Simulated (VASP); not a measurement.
## Band gap of SnO2 (Cassiterite): cutoff, mesh and cell

How far does the LDA gap of SnO2 (Cassiterite) depend on cutoff, mesh and cell? The starting structure is a measured crystal structure from the Crystallography Open Database. The atoms were first relaxed with LDA in that cell, in a run that isn't shown, and the relaxed structure is the one below.

Method: Kohn-Sham DFT with plane waves and PAW; LDA, in VASP 6.6.1.

## Step 1: The structure

It takes space group P4_2/mnm (No. 136, tetragonal). Conventional cell: a = 4.738 Å, b = 4.738 Å, c = 3.187 Å, α = 90.00°, β = 90.00°, γ = 90.00°. Nearest to Sn lie 6 O at 2.05 to 2.06 Å. Nearest to O lie 3 Sn at 2.05 to 2.06 Å. Farther neighbours and most contacts between anions are not listed.

As a file:

```cif
data_structure
_symmetry_space_group_name_H-M 'P4_2/mnm'
_symmetry_Int_Tables_number 136
_cell_length_a 4.7380
_cell_length_b 4.7380
_cell_length_c 3.1865
_cell_angle_alpha 90.000
_cell_angle_beta 90.000
_cell_angle_gamma 90.000
_cell_volume 71.53
loop_
_atom_site_label
_atom_site_type_symbol
_atom_site_symmetry_multiplicity
_atom_site_Wyckoff_symbol
_atom_site_fract_x
_atom_site_fract_y
_atom_site_fract_z
_atom_site_occupancy
Sn1 Sn 2 a 0.50000 0.50000 0.50000 1
O1 O 4 f 0.80594 0.19406 0.50000 1
```

## Step 2: Reference bands

The input, INCAR:

```
SYSTEM = SnO2
PREC = Accurate
ENCUT = 460
EDIFF = 1E-06
NELM = 100
ISMEAR = 0
SIGMA = 0.03
LREAL = .FALSE.
ALGO = Normal
GGA = CA
NBANDS = 42
LORBIT = 11
LWAVE = .FALSE.
LCHARG = .FALSE.
KPAR = 8
LASPH = .TRUE.
```

The input, POSCAR:

```
SnO2
1.0
    4.7380000000      0.0000000000      0.0000000000
    0.0000000000      4.7380000000      0.0000000000
    0.0000000000      0.0000000000      3.1865000000
Sn O
2 4
Direct
    0.5000000000      0.5000000000      0.5000000000
    0.0000000000      0.0000000000      0.0000000000
    0.8059385347      0.1940614653      0.5000000000
    0.6940614653      0.6940614653      0.0000000000
    0.1940614653      0.8059385347      0.5000000000
    0.3059385347      0.3059385347      0.0000000000
```

The input, KPOINTS:

```
Automatic mesh
0
Gamma
6 6 6
0 0 0
```

The input, KPOINTS_OPT:

```
Line mode
8
Line-mode
Reciprocal
  0.00000000   0.00000000   0.00000000 GAMMA
  0.00000000   0.50000000   0.00000000 X

  0.00000000   0.50000000   0.00000000 X
  0.50000000   0.50000000   0.00000000 M

  0.50000000   0.50000000   0.00000000 M
  0.00000000   0.00000000   0.00000000 GAMMA

  0.00000000   0.00000000   0.00000000 GAMMA
  0.00000000   0.00000000   0.50000000 Z

  0.00000000   0.00000000   0.50000000 Z
  0.00000000   0.50000000   0.50000000 R

  0.00000000   0.50000000   0.50000000 R
  0.50000000   0.50000000   0.50000000 A

  0.50000000   0.50000000   0.50000000 A
  0.00000000   0.00000000   0.50000000 Z

  0.00000000   0.50000000   0.00000000 X
  0.00000000   0.50000000   0.50000000 R

  0.50000000   0.50000000   0.00000000 M
  0.50000000   0.50000000   0.50000000 A
```

PAW data sets: Sn_d and O (LDA family, release 64).

The run is started by

```sh
$ mpirun -np 8 vasp_std
```

Log:

```text
[banner, memory and clock lines left out]
running    8 mpi-ranks, on    1 nodes
 distrk:  each k-point on    1 cores,    8 groups
 distr:  one band on    1 cores,    1 groups

 POSCAR found type information on POSCAR SnO
 POSCAR found :  2 types and       6 ions
|                                                                             |
|           W    W    AA    RRRRR   N    N  II  N    N   GGGG   !!!           |
|           W    W   A  A   R    R  NN   N  II  NN   N  G    G  !!!           |
|           W    W  A    A  R    R  N N  N  II  N N  N  G       !!!           |
|           W WW W  AAAAAA  RRRRR   N  N N  II  N  N N  G  GGG   !            |
|           WW  WW  A    A  R   R   N   NN  II  N   NN  G    G                |
|           W    W  A    A  R    R  N    N  II  N    N   GGGG   !!!           |
|                                                                             |
|     For optimal performance we recommend to set                             |
|       NCORE = 2 up to number-of-cores-per-socket                            |
|     NCORE specifies how many cores store one orbital (NPAR=cpu/NCORE).      |
|     This setting can greatly improve the performance of VASP for DFT.       |
|     The default, NCORE=1 might be grossly inefficient on modern             |
|     multi-core architectures or massively parallel machines. Do your        |
|     Unfortunately you need to use the default for GW and RPA                |
|     calculations (for HF NCORE is supported but not extensively tested      |
|     yet).                                                                   |
|                                                                             |

 LDA part: xc-table for (Slater(with rela. corr.)+CA(PZ))
 , standard interpolation
 POSCAR, INCAR and KPOINTS ok, starting setup
 FFT: planning ... GRIDC
 FFT: planning ... GRID_SOFT
 FFT: planning ... GRID
 WAVECAR not read
 entering main loop
       N       E                     dE             d eps       ncg     rms          rms(c)
DAV:   1     0.572394809089E+03    0.57239E+03   -0.22580E+04  4048   0.180E+03
DAV:   2     0.462157025031E+02   -0.52618E+03   -0.48562E+03  3480   0.525E+02
DAV:   3    -0.441248565671E+02   -0.90341E+02   -0.88599E+02  3888   0.170E+02
DAV:   4    -0.483337161078E+02   -0.42089E+01   -0.41982E+01  3752   0.410E+01
DAV:   5    -0.484376815822E+02   -0.10397E+00   -0.10394E+00  4244   0.666E+00    0.158E+01
DAV:   6    -0.423825860421E+02    0.60551E+01   -0.12263E+01  5180   0.533E+01    0.639E+00
DAV:   7    -0.423901491249E+02   -0.75631E-02   -0.17434E+00  3598   0.666E+00    0.317E+00
DAV:   8    -0.423068039694E+02    0.83345E-01   -0.16598E-01  4480   0.294E+00    0.715E-01
DAV:   9    -0.422939020837E+02    0.12902E-01   -0.14490E-02  5456   0.213E+00    0.109E-01
DAV:  10    -0.422940645603E+02   -0.16248E-03   -0.25008E-03  4042   0.319E-01    0.396E-02
DAV:  11    -0.422940733484E+02   -0.87881E-05   -0.67358E-05  5210   0.745E-02    0.205E-02
DAV:  12    -0.422940748138E+02   -0.14653E-05   -0.52444E-06  3994   0.135E-02    0.106E-02
DAV:  13    -0.422940735425E+02    0.12712E-05   -0.34901E-06  3552   0.224E-02    0.118E-03
DAV:  14    -0.422940735847E+02   -0.42133E-07   -0.45658E-07  1914   0.396E-03
   1 F= -.42294074E+02 E0= -.42294074E+02  d E =-.556627E-12
 Start KPOINTS_OPT (optional k-point list driver)
k-point batch [1-40\72]
       N       E                     dE             ncg
DAV:   1     0.122746051522E+05   -0.25565E+05     4044
DAV:   2    -0.827418533805E+04   -0.20549E+05     3432
DAV:   3    -0.118458837532E+05   -0.35717E+04     3924
DAV:   4    -0.120124701417E+05   -0.16659E+03     3736
DAV:   5    -0.120164718568E+05   -0.40017E+01     4356
DAV:   6    -0.120166106716E+05   -0.13881E+00     3966
DAV:   7    -0.120166208730E+05   -0.10201E-01     5044
DAV:   8    -0.120166209187E+05   -0.45668E-04     3742
DAV:   9    -0.120166209192E+05   -0.56561E-06     2568
k-point batch [41-72\72]
       N       E                     dE             ncg
DAV:   1     0.240010564691E+05   -0.44025E+05     3236
DAV:   2     0.767940452169E+04   -0.16322E+05     2736
DAV:   3     0.479520218718E+04   -0.28842E+04     3128
DAV:   4     0.465786531972E+04   -0.13734E+03     2986
DAV:   5     0.465446789402E+04   -0.33974E+01     3464
DAV:   6     0.465436295796E+04   -0.10494E+00     3140
DAV:   7     0.465435622244E+04   -0.67355E-02     3910
DAV:   8     0.465435619014E+04   -0.32299E-04     2856
DAV:   9     0.465435618937E+04   -0.77626E-06     2050
```

It took 38 s on 8 MPI ranks of AMD EPYC 7R43, shared host; peak memory 1.9 GiB; 5 min of CPU time.

The logs omit lines about the potential files and the build; timing stands in the text.

OUTCAR, selected parts (step 2):

```text
ion  position               nearest neighbor table
   1  0.500  0.500  0.500-   3 2.05   5 2.05   4 2.06   6 2.06   4 2.06   6 2.06   2 3.71   2 3.71
                             2 3.71   2 3.71   2 3.71   2 3.71   2 3.71   2 3.71
   2  0.000  0.000  0.000-   4 2.05   6 2.05   5 2.06   3 2.06   3 2.06   5 2.06   1 3.71   1 3.71
                             1 3.71   1 3.71   1 3.71   1 3.71   1 3.71   1 3.71
   3  0.806  0.194  0.500-   1 2.05   2 2.06   2 2.06
   4  0.694  0.694  0.000-   2 2.05   1 2.06   1 2.06
   5  0.194  0.806  0.500-   1 2.05   2 2.06   2 2.06
   6  0.306  0.306  0.000-   2 2.05   1 2.06   1 2.06

  LATTYP: Found a simple tetragonal cell.
 ALAT       =     4.7380000000
 C/A-ratio  =     0.6725411566

 Subroutine GETGRP returns: Found 16 space group operations
 (whereof  8 operations were pure point group operations)

The static configuration has the point symmetry D_2h.
 The point group associated with its full space group is D_4h.

 Found     40 irreducible k-points:

   k-points           NKPTS =     40   k-points in BZ     NKDIM =     40   number of bands    NBANDS=     42

   dimension x,y,z NGX =    36 NGY =   36 NGZ =   24
   dimension x,y,z NGXF=    72 NGYF=   72 NGZF=   48

   ENCUT  =  460.0 eV  33.81 Ry    5.81 a.u.   8.29  8.29  5.57*2*pi/ulx,y,z

   NELECT =      52.0000    total number of electrons

 k-points in reciprocal lattice and weights: Automatic mesh
   0.00000000  0.00000000  0.00000000       0.005
   0.16666667  0.00000000  0.00000000       0.019
   0.33333333  0.00000000  0.00000000       0.019
   0.50000000  0.00000000  0.00000000       0.009
   0.16666667  0.16666667  0.00000000       0.019
   0.33333333  0.16666667  0.00000000       0.037
   0.50000000  0.16666667  0.00000000       0.019
   0.33333333  0.33333333  0.00000000       0.019
   0.50000000  0.33333333  0.00000000       0.019
[...]
0.50000000  0.33333333  0.50000000       0.019
   0.50000000  0.50000000  0.50000000       0.005

 average (electrostatic) potential at core
       1 -99.2055       2 -99.2055       3 -69.0064       4 -69.0064       5 -69.0064
       6 -69.0064

 E-fermi :   5.9990

 k-point     1 :       0.0000    0.0000    0.0000
  band No.  band energies     occupation
    ...
     22       4.5956      2.00000
     23       4.5956      2.00000
     24       5.0573      2.00000
     25       5.0573      2.00000
     26       5.8690      2.00000
     27       7.0141      0.00000
     28      11.8274      0.00000
     29      11.9462      0.00000
     30      11.9462      0.00000
     31      15.9386      0.00000
    ...

 k-point     2 :       0.1667    0.0000    0.0000
  band No.  band energies     occupation
    ...
     22       4.5056      2.00000
     23       4.6024      2.00000
     24       4.6183      2.00000
     25       5.0776      2.00000
     26       5.7236      2.00000
     27       7.7082      0.00000
     28      11.5942      0.00000
     29      12.0640      0.00000
     30      12.2075      0.00000
     31      16.2248      0.00000
    ...

 k-point     3 :       0.3333    0.0000    0.0000
  band No.  band energies     occupation
    ...
     22       4.1852      2.00000
     23       4.6192      2.00000
     24       4.6404      2.00000
     25       5.1302      2.00000
     26       5.4126      2.00000
     27       8.9531      0.00000
     28      11.0861      0.00000
     29      12.4086      0.00000
     30      12.5754      0.00000
     31      16.5832      0.00000
    ...

  Total       -0.5049271     -0.5049271      0.0474719      0.0000000      0.0000000      0.0000000
  in kB      -11.3092871    -11.3092871      1.0632682      0.0000000      0.0000000      0.0000000
  external PRESSURE =      -7.1851020 kB  Pullay stress =       0.0000000 kB

  energy-cutoff  :      460.00
  volume of cell :       71.53
      direct lattice vectors                 reciprocal lattice vectors
     4.738000000  0.000000000  0.000000000     0.211059519  0.000000000  0.000000000
     0.000000000  4.738000000  0.000000000     0.000000000  0.211059519  0.000000000
     0.000000000  0.000000000  3.186500000     0.000000000  0.000000000  0.313823945

 POSITION                                       TOTAL-FORCE (eV/Angst)
 -----------------------------------------------------------------------------------
      2.36900      2.36900      1.59325        -0.000000      0.000000      0.000000
      0.00000      0.00000      0.00000        -0.000000      0.000000      0.000000
      3.81854      0.91946      1.59325         0.000071     -0.000071      0.000000
      3.28846      3.28846      0.00000        -0.000071     -0.000071      0.000000
      0.91946      3.81854      1.59325        -0.000071      0.000071     -0.000000
      1.44954      1.44954      0.00000         0.000071      0.000071     -0.000000
 -----------------------------------------------------------------------------------
    total drift:                                0.000000      0.000000      0.000000

  FREE ENERGIE OF THE ION-ELECTRON SYSTEM (eV)
  ---------------------------------------------------
  free  energy   TOTEN  =       -42.2940735847 eV

  energy  without entropy=      -42.2940735847  energy(sigma->0) =      -42.29407358

 total charge
# of ion       s       p       d       tot
------------------------------------------
    1        0.894   1.125  10.389  12.408
    2        0.894   1.125  10.389  12.408
    3        1.556   3.495   0.000   5.052
    4        1.556   3.495   0.000   5.052
    5        1.556   3.495   0.000   5.052
    6        1.556   3.495   0.000   5.052
--------------------------------------------------
tot          8.013  16.231  20.778  45.023

[... 3 further parts left out ...]
```

Spin-orbit coupling is off here; with elements this heavy it can split and shift levels by tenths of an eV.

The reference gap is 1.145 eV.

## Step 3: Bands with cell and atoms relaxed by LDA

Against step 2 the input has another starting structure. The cell comes from a relaxation at this level, not shown (71.50 Å³).

INCAR is that of step 2.

The input, POSCAR:

```
SnO2
1.0
    4.7288795287      0.0000000000      0.0000000000
    0.0000000000      4.7288795287      0.0000000000
    0.0000000000      0.0000000000      3.1971591942
Sn O
2 4
Direct
    0.5000000000      0.5000000000      0.5000000000
    0.0000000000      0.0000000000      0.0000000000
    0.8060366153      0.1939633847      0.5000000000
    0.6939633847      0.6939633847      0.0000000000
    0.1939633847      0.8060366153      0.5000000000
    0.3060366153      0.3060366153      0.0000000000
```

KPOINTS is that of step 2.

KPOINTS_OPT is that of step 2.

The run is started by

```sh
$ mpirun -np 8 vasp_std
```

Log:

```text
[banner, memory and clock lines left out]
running    8 mpi-ranks, on    1 nodes
[...]
[... a notice as in an earlier step ...]

 LDA part: xc-table for (Slater(with rela. corr.)+CA(PZ))
 , standard interpolation
 POSCAR, INCAR and KPOINTS ok, starting setup
[...]
entering main loop
       N       E                     dE             d eps       ncg     rms          rms(c)
DAV:   1     0.573734816874E+03    0.57373E+03   -0.22362E+04  4000   0.180E+03
DAV:   2     0.456080576095E+02   -0.52813E+03   -0.48654E+03  3496   0.521E+02
DAV:   3    -0.442178236309E+02   -0.89826E+02   -0.88005E+02  3876   0.170E+02
DAV:   4    -0.483414473803E+02   -0.41236E+01   -0.41126E+01  3736   0.405E+01
[...]
DAV:  12    -0.422949455102E+02   -0.14458E-05   -0.51368E-06  3982   0.134E-02    0.106E-02
DAV:  13    -0.422949442363E+02    0.12739E-05   -0.34988E-06  3544   0.224E-02    0.115E-03
DAV:  14    -0.422949442785E+02   -0.42245E-07   -0.45638E-07  1914   0.398E-03
   1 F= -.42294944E+02 E0= -.42294944E+02  d E =-.592776E-15
 Start KPOINTS_OPT (optional k-point list driver)
k-point batch [1-40\72]
       N       E                     dE             ncg
DAV:   1     0.119120086152E+05   -0.25496E+05     4100
DAV:   2    -0.832106141435E+04   -0.20233E+05     3464
DAV:   3    -0.118275996832E+05   -0.35065E+04     3894
DAV:   4    -0.119910477778E+05   -0.16345E+03     3730
DAV:   5    -0.119949860113E+05   -0.39382E+01     4382
DAV:   6    -0.119951219361E+05   -0.13592E+00     3958
DAV:   7    -0.119951311938E+05   -0.92577E-02     5034
DAV:   8    -0.119951312349E+05   -0.41129E-04     3740
DAV:   9    -0.119951312353E+05   -0.42949E-06     2546
k-point batch [41-72\72]
       N       E                     dE             ncg
DAV:   1     0.239182192093E+05   -0.43556E+05     3246
DAV:   2     0.748022692691E+04   -0.16438E+05     2808
DAV:   3     0.462715131225E+04   -0.28531E+04     3024
DAV:   4     0.449006426339E+04   -0.13709E+03     3042
DAV:   5     0.448666351637E+04   -0.34007E+01     3312
DAV:   6     0.448653917598E+04   -0.12434E+00     3202
DAV:   7     0.448653079477E+04   -0.83812E-02     3852
DAV:   8     0.448653076184E+04   -0.32931E-04     3050
DAV:   9     0.448653076116E+04   -0.67697E-06     1982
```

Run time: 41 s. Hardware: 8 MPI ranks; peak memory 1.8 GiB; 5.4 min of CPU time.

Parts of OUTCAR (step 3):

```text
  Total       -0.3682566     -0.3682566     -0.3334603      0.0000000      0.0000000      0.0000000
  in kB       -8.2524013     -8.2524013     -7.4726375      0.0000000      0.0000000      0.0000000
  external PRESSURE =      -7.9924800 kB  Pullay stress =       0.0000000 kB

 POSITION                                       TOTAL-FORCE (eV/Angst)
 -----------------------------------------------------------------------------------
      2.36444      2.36444      1.59858         0.000000     -0.000000      0.000000
      0.00000      0.00000      0.00000         0.000000     -0.000000      0.000000
      3.81165      0.91723      1.59858         0.002771     -0.002771      0.000000
      3.28167      3.28167      0.00000        -0.002771     -0.002771      0.000000
      0.91723      3.81165      1.59858        -0.002771      0.002771      0.000000
      1.44721      1.44721      0.00000         0.002771      0.002771     -0.000000
 -----------------------------------------------------------------------------------
    total drift:                                0.000000      0.000000      0.000000

  FREE ENERGIE OF THE ION-ELECTRON SYSTEM (eV)
  ---------------------------------------------------
  free  energy   TOTEN  =       -42.2949442785 eV

  energy  without entropy=      -42.2949442785  energy(sigma->0) =      -42.29494428

[... 1 part as in an earlier step ...]

[... 2 further parts left out ...]
[key lines of the parts left out:]
E-fermi :   6.0276
```

With cell and atoms relaxed by LDA the gap is 1.137 eV, -0.008 eV from the reference.

## Step 4: Bands with no band path

Against step 2 the input has no band path (also changed: NBANDS).

INCAR: that of step 3 with these lines changed.

```diff
@@ -10,3 +10,3 @@
 GGA = CA
-NBANDS = 42
+NBANDS = 32
 LORBIT = 11
```

The input, POSCAR:

```
SnO2
1.0
    4.7380000000      0.0000000000      0.0000000000
    0.0000000000      4.7380000000      0.0000000000
    0.0000000000      0.0000000000      3.1865000000
Sn O
2 4
Direct
    0.5000000000      0.5000000000      0.5000000000
    0.0000000000      0.0000000000      0.0000000000
    0.8059385347      0.1940614653      0.5000000000
    0.6940614653      0.6940614653      0.0000000000
    0.1940614653      0.8059385347      0.5000000000
    0.3059385347      0.3059385347      0.0000000000
```

KPOINTS is that of step 3.

The run is started by

```sh
$ mpirun -np 8 vasp_std
```

Log:

```text
[... set-up lines as in an earlier step ...]
 entering main loop
       N       E                     dE             d eps       ncg     rms          rms(c)
DAV:   1     0.603870970790E+03    0.60387E+03   -0.24566E+04  2792   0.238E+03
DAV:   2     0.409301664671E+02   -0.56294E+03   -0.54020E+03  2912   0.642E+02
DAV:   3    -0.442968087474E+02   -0.85227E+02   -0.84409E+02  2968   0.211E+02
DAV:   4    -0.483074097806E+02   -0.40106E+01   -0.39973E+01  3072   0.511E+01
[...]
DAV:  12    -0.422940771055E+02   -0.31557E-05   -0.21269E-05  3680   0.434E-02    0.146E-02
DAV:  13    -0.422940734615E+02    0.36441E-05   -0.13367E-05  3320   0.466E-02    0.172E-03
DAV:  14    -0.422940735723E+02   -0.11079E-06   -0.14188E-06  2160   0.996E-03
   1 F= -.42294074E+02 E0= -.42294074E+02  d E =-.112525E-23
```

It took 17 s on 8 MPI ranks; peak memory 1.3 GiB.

OUTCAR, selected parts (step 4):

```text
  Total       -0.5088634     -0.5088634      0.0435275      0.0000000      0.0000000      0.0000000
  in kB      -11.3974513    -11.3974513      0.9749235      0.0000000      0.0000000      0.0000000
  external PRESSURE =      -7.2733264 kB  Pullay stress =       0.0000000 kB

 POSITION                                       TOTAL-FORCE (eV/Angst)
 -----------------------------------------------------------------------------------
      2.36900      2.36900      1.59325        -0.000000      0.000000      0.000000
      0.00000      0.00000      0.00000        -0.000000      0.000000      0.000000
      3.81854      0.91946      1.59325         0.000045     -0.000045      0.000000
      3.28846      3.28846      0.00000        -0.000045     -0.000045      0.000000
      0.91946      3.81854      1.59325        -0.000045      0.000045      0.000000
      1.44954      1.44954      0.00000         0.000045      0.000045      0.000000
 -----------------------------------------------------------------------------------
    total drift:                                0.000000      0.000000      0.000000

  FREE ENERGIE OF THE ION-ELECTRON SYSTEM (eV)
  ---------------------------------------------------
  free  energy   TOTEN  =       -42.2940735723 eV

  energy  without entropy=      -42.2940735723  energy(sigma->0) =      -42.29407357

[... 1 part as in an earlier step ...]

[... 2 further parts left out ...]
[key lines of the parts left out:]
E-fermi :   6.0719
```

With no band path the gap is 1.145 eV, +0.000 eV from the reference, read on the mesh alone.

(Continued in part 2 of 2.)

[Lines on the potential files, build, host, timing and source positions are cut from VASP's logs without a mark.]

[Logs are printed without paths, hosts, clocks, repeated set-up lines and the standing remarks that a program may print on its own settings, such as how far it seeks lower states.]

[Hosts, paths, dates, database ids (printed as entryN), source tags and the programs' standing remarks are cut or masked in the printed files.]
